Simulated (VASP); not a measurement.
Output of a VASP run:

File OSZICAR:
```
       N       E                     dE             d eps       ncg     rms          rms(c)
DAV:   1     0.741160782083E+02    0.74116E+02   -0.80475E+03   416   0.138E+03
DAV:   2    -0.431230301456E+02   -0.11724E+03   -0.11429E+03   436   0.326E+02
DAV:   3    -0.510254070697E+02   -0.79024E+01   -0.78638E+01   541   0.906E+01
DAV:   4    -0.512441085721E+02   -0.21870E+00   -0.21864E+00   494   0.178E+01
DAV:   5    -0.512544509306E+02   -0.10342E-01   -0.10342E-01   624   0.300E+00    0.532E+00
DAV:   6    -0.481865669825E+02    0.30679E+01   -0.17293E+00   496   0.291E+01    0.285E+00
DAV:   7    -0.480564270222E+02    0.13014E+00   -0.51319E-01   431   0.105E+01    0.143E+00
DAV:   8    -0.482113075764E+02   -0.15488E+00   -0.38060E-01   431   0.693E+00    0.975E-01
DAV:   9    -0.481275330653E+02    0.83775E-01   -0.39896E-02   446   0.274E+00    0.639E-01
DAV:  10    -0.481384233420E+02   -0.10890E-01   -0.77759E-03   446   0.101E+00    0.102E+00
DAV:  11    -0.481478528976E+02   -0.94296E-02   -0.34978E-02   421   0.174E+00    0.367E-01
DAV:  12    -0.481499463284E+02   -0.20934E-02   -0.65795E-03   491   0.552E-01    0.249E-01
DAV:  13    -0.481504003941E+02   -0.45407E-03   -0.21435E-04   484   0.121E-01    0.302E-01
DAV:  14    -0.481489392126E+02    0.14612E-02   -0.72104E-04   454   0.243E-01    0.357E-01
DAV:  15    -0.481493092407E+02   -0.37003E-03   -0.31751E-04   421   0.305E-01    0.613E-01
DAV:  16    -0.481503768713E+02   -0.10676E-02   -0.79405E-04   416   0.293E-01    0.893E-01
DAV:  17    -0.481503863916E+02   -0.95203E-05   -0.53331E-05   536   0.623E-02    0.802E-01
DAV:  18    -0.481505620411E+02   -0.17565E-03   -0.97898E-05   421   0.144E-01    0.552E-01
DAV:  19    -0.481505719936E+02   -0.99525E-05   -0.24331E-04   421   0.166E-01    0.212E-01
DAV:  20    -0.481506293755E+02   -0.57382E-04   -0.16903E-05   436   0.497E-02    0.751E-02
DAV:  21    -0.481506463165E+02   -0.16941E-04   -0.25180E-05   426   0.600E-02    0.414E-02
DAV:  22    -0.481506439412E+02    0.23753E-05   -0.64827E-06   436   0.232E-02    0.331E-02
DAV:  23    -0.481506447122E+02   -0.77103E-06   -0.41265E-06   416   0.211E-02
   1 F= -.48150645E+02 E0= -.48150546E+02  d E =-.481506E+02
```

**OUTCAR**
```
------------------------ aborting loop because EDIFF is reached ----------------------------------------
  FORCE on cell =-STRESS in cart. coord.  units (eV):
  Direction    XX          YY          ZZ          XY          YZ          ZX
  --------------------------------------------------------------------------------------
  Total       -0.0117821     -0.0117821     -0.0117821      0.0000000      0.0000000      0.0000000
  in kB       -0.2714561     -0.2714561     -0.2714561      0.0000000      0.0000000      0.0000000
  external PRESSURE =      -0.2714561 kB  Pullay stress =       0.0000000 kB
  volume of cell :       69.54
      direct lattice vectors                 reciprocal lattice vectors
     0.000000000  3.263881453  3.263881453    -0.153191838  0.153191838  0.153191838
     3.263881453  0.000000000  3.263881453     0.153191838 -0.153191838  0.153191838
     3.263881453  3.263881453  0.000000000     0.153191838  0.153191838 -0.153191838
  FREE ENERGIE OF THE ION-ELECTRON SYSTEM (eV)
  ---------------------------------------------------
  free  energy   TOTEN  =       -48.1506447122 eV

  energy  without entropy=      -48.1504482012  energy(sigma->0) =      -48.15054646

 reached required accuracy - stopping structural energy minimisation
```
(Selected blocks of OUTCAR.)

**POSCAR**
```
InSb
1
    0.0000000000     3.2638814529     3.2638814529
    3.2638814529     0.0000000000     3.2638814529
    3.2638814529     3.2638814529     0.0000000000
In Sb
1 1
Direct
  0.0000000000   0.0000000000   0.0000000000
  0.2500000000   0.2500000000   0.2500000000
```

**Question.** Write an INCAR and KPOINTS that could have produced this output.

**Answer.** Several could match; the one computed here: the input of the run itself, r2SCAN+rVV10, plane waves, VASP's PBE PAW potentials (set 64).

**KPOINTS**
```
Automatic mesh
0
Gamma
6 6 6
0 0 0
```

INCAR:
```
SYSTEM = InSb
PREC = Accurate; ENCUT = 520; LREAL = .FALSE.
LASPH = .TRUE.
EDIFF = 1E-6; NELM = 100; ALGO = Normal
LMAXMIX = 4; LMIXTAU = .TRUE.
ISMEAR = 0; SIGMA = 0.05
METAGGA = R2SCAN; LUSE_VDW = .TRUE.; BPARAM = 11.95
CPARAM = 0.0093
IBRION = 2; NSW = 60; ISIF = 3
EDIFFG = -0.01
LWAVE = .FALSE.; LCHARG = .FALSE.
```

POTCAR, in this order: In_d Sb (PBE.64 set). Program: vasp_std.

The compound is InSb in the zinc blende structure. It was relaxed first. The start is the result of an earlier pass.
